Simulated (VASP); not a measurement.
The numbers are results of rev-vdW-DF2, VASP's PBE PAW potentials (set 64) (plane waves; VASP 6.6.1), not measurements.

VASP input:

**INCAR**
```
# general
SYSTEM    =  ZnSe
PREC      =  Accurate
ENCUT     =  520   # plane-wave cut-off (eV)
LREAL     =  .FALSE.   # projection in real space or not
LASPH     =  .TRUE.   # aspherical one-centre terms

# electronic loop
EDIFF     =  1E-6
NELM      =  100   # most electronic steps
ALGO      =  Normal   # blocked Davidson
LMAXMIX   =  4

# smearing
ISMEAR    =  0   # Gaussian
SIGMA     =  0.05   # width (eV)

# functional
GGA       =  MK
LUSE_VDW  =  .TRUE.
AGGAC     =  0.0
PARAM1    =  0.1234568
PARAM2    =  0.7114
ZAB_VDW   =  -1.8867

# ions
IBRION    =  2
NSW       =  60
ISIF      =  3   # ions, shape and volume
EDIFFG    =  -0.01   # ionic stop

# output
LWAVE     =  .FALSE.
LCHARG    =  .FALSE.
```

KPOINTS:
```
Automatic mesh
0
Gamma
7 7 7
0 0 0
```

File POSCAR:
```
ZnSe
1
    0.0000000000     2.8350000000     2.8350000000
    2.8350000000     0.0000000000     2.8350000000
    2.8350000000     2.8350000000     0.0000000000
Zn Se
1 1
Direct
  0.0000000000   0.0000000000   0.0000000000
  0.2500000000   0.2500000000   0.2500000000
```

POTCAR, in this order: Zn Se (PBE.64 set). Program: vasp_std.

**Question.** What will the output report for the number of irreducible k-points (NKPTS), largest plane-wave count, number of space-group operations, FFT grid (NGX, NGY, NGZ)?

**Answer.** 
- number of irreducible k-points (NKPTS): 20
- largest plane-wave count: 1243
- number of space-group operations: 24
- FFT grid (NGX, NGY, NGZ): 30 × 30 × 30

The compound is ZnSe in the zinc blende structure. This run relaxes it. Symmetry was kept, so distortions that lower it aren't found.
